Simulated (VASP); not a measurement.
The cell holds one Si (diamond) (111) slab, with vacuum along c, ions free to move until forces fall under 0.03 eV/Å, no reconstruction beyond this cell, dipole correction on.

Data:

```xyz
6
Lattice="3.8465 0.0000 0.0000 -1.9233 3.3312 0.0000 0.0000 0.0000 24.4462" Properties=species:S:1:pos:R:3 pbc="T T T"
Si     1.9233     1.1104     9.4116
Si     0.0000     0.0000     8.7405
Si     0.0000     2.2208    12.6028
Si     1.9233     1.1104    11.8434
Si     0.0000     0.0000    15.7057
Si     0.0000     2.2208    15.0346
```

Method: r2SCAN meta-GGA, VASP's PBE PAW potentials (set 64) (plane waves; VASP). Numerical set-up: 400 eV cut-off, 8×8×1 Γ-centred mesh, first-order Methfessel-Paxton smearing of 0.10 eV, potentials Si.

Slab and bulk use different k-meshes, so the surface energy is good to a few per cent at best.

Problem. Predict its surface energy.

Solution. 
| Item | Result |
|---|---|
| surface energy | 1.68 J/m^2 |

The cell is a thin slab with vacuum, built from Si (diamond): (111) face.
